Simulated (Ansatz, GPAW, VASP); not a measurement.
**Code comparison for TeSe₂ (P1, 3 atoms in the cell)**

Self-consistent single point, at a second geometry (atoms moved at random). First geometry:

```
TeSe2
1.0
    4.09532    -2.21342     0.00000
    4.09532     2.21342     0.00000
   -0.14833     0.00000     5.35087
Te Se
1 2
Direct
  0.75378   0.24622   0.50000
  0.01408   0.76786   0.84024
  0.23214   0.98592   0.15976
```

Second geometry:
```xyz
3
Lattice="4.0953 -2.2134 0.0000 4.0953 2.2134 0.0000 -0.1483 0.0000 5.3509" Properties=species:S:1:pos:R:3 pbc="T T T"
Te     4.0262    -1.1219     2.6545
Se     3.0631     1.6878     4.4748
Se     4.9741     1.6476     0.8971
```

Shared settings, as Ansatz (a first-principles code) writes them: kpoints.mp_grid.grid = 6 6 4; scf.occupations.method = fixed. Potentials and cutoffs stand in the table.

| code | model | ΔF from the first geometry (meV/atom) | pressure (GPa) | largest force (eV/Å) | gap on the mesh (eV) | cutoff |
|---|---|---|---|---|---|---|
| VASP | LDA (PZ), VASP's LDA PAW potentials (set 64) | 5.7 | -4.10 | 0.462 | 0.606 | 300 eV |
| GPAW | LDA (Perdew-Wang 92), GPAW PAW datasets LDA (gpaw-data 1.0.1) | 5.4 | -4.40 | 0.476 | 0.604 | 550 eV |
| Ansatz | LDA (PW92), PAW files made with PBE | 6.1 | -4.25 | 0.488 | 0.618 | default |

Size of the force on each atom (eV/Å): Sizes of forces hide their directions.

```tsv
code	Te1	Se2	Se3
VASP	0.210	0.371	0.462
GPAW	0.256	0.396	0.476
Ansatz	0.229	0.400	0.488
```

Gaps are read on the mesh.

On Ansatz's run: spin-orbit coupling is off.

The spread over the programs that give each value: ΔF from the first geometry within 0.7 meV/atom; pressure within 0.30 GPa; largest force within 0.026 eV/Å; gap on the mesh within 0.014 eV.

Ansatz's pressure is given at a fixed set of plane waves, as the other plane-wave codes print theirs. The same LDA comes in different parametrisations, which differ slightly.

VASP's run is marked for a possible Pulay error in its stress at this cutoff; no cutoff test was made.

VASP ran the fixed occupations as a Gaussian smearing of 0.01 eV.

The starting cell comes from a database of computed structures (which also holds hypothetical and non-ambient phases and stackings), without a prior relaxation at this level. Its lattice was rescaled by a random factor within 2.5 % of one. For this run, on top of that: atoms moved at random.

Left out of this page: Quantum ESPRESSO, CP2K, Elk and SIESTA (not drawn, or without a comparable value).

Keys are those of Ansatz 0.2.
